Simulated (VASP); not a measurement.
All values below come from PBE GGA with D3 dispersion (zero damping), VASP's PBE PAW potentials (set 64) (plane waves; VASP).

VASP input:

File POSCAR:
```
Al
1
    0.0000000000     2.0250000000     2.0250000000
    2.0250000000     0.0000000000     2.0250000000
    2.0250000000     2.0250000000     0.0000000000
Al
1
Direct
  0.0000000000   0.0000000000   0.0000000000
```

**INCAR**
```
SYSTEM = Al
PREC = Accurate
ENCUT = 520
EDIFF = 1E-6
NELM = 100
ALGO = Normal
LREAL = .FALSE.
LASPH = .TRUE.
ISMEAR = 1
SIGMA = 0.1
GGA = PE
IVDW = 11
LWAVE = .FALSE.
LCHARG = .FALSE.
IBRION = 2
ISIF = 3
NSW = 60
EDIFFG = -0.01
```

**KPOINTS**
```
Automatic mesh
0
G
 14 14 14
0 0 0
```

POTCAR, in this order: Al (PBE.64 set). Program: vasp_std.

Energy and stress use the plane-wave basis of the starting cell.

Task: What does the run give for the energy per atom (σ→0), dispersion energy, volume per atom, band gap (on the k-mesh)?

Result: 
```
Property                                                    Result
------------------------  ----------------------------------------
energy per atom (σ→0)                               -3.904 eV/atom
dispersion energy                                        -0.168 eV
band gap (on the k-mesh)  none (metal, semimetal or under 0.01 eV)
volume per atom                                      16.04 Å³/atom
```

OSZICAR:
```
...
DAV:   5    -0.373443110331E+01   -0.15315E-06   -0.69723E-08   650   0.277E-03
   2 F= -.39033539E+01 E0= -.39034152E+01  d E =-.473428E-02
       N       E                     dE             d eps       ncg     rms          rms(c)
DAV:   1    -0.373577497012E+01   -0.13440E-02   -0.16332E-03  1325   0.259E-01    0.344E-02
DAV:   2    -0.373576727818E+01    0.76919E-05   -0.10080E-05  1115   0.278E-02    0.129E-02
DAV:   3    -0.373576169260E+01    0.55856E-05   -0.14273E-06  1210   0.769E-03    0.387E-03
DAV:   4    -0.373576110015E+01    0.59245E-06   -0.12980E-07   590   0.230E-03
   3 F= -.39034985E+01 E0= -.39035768E+01  d E =-.487897E-02
```

The compound is Al in the fcc structure. This run relaxes it. Symmetry was kept, so distortions that lower it aren't found.
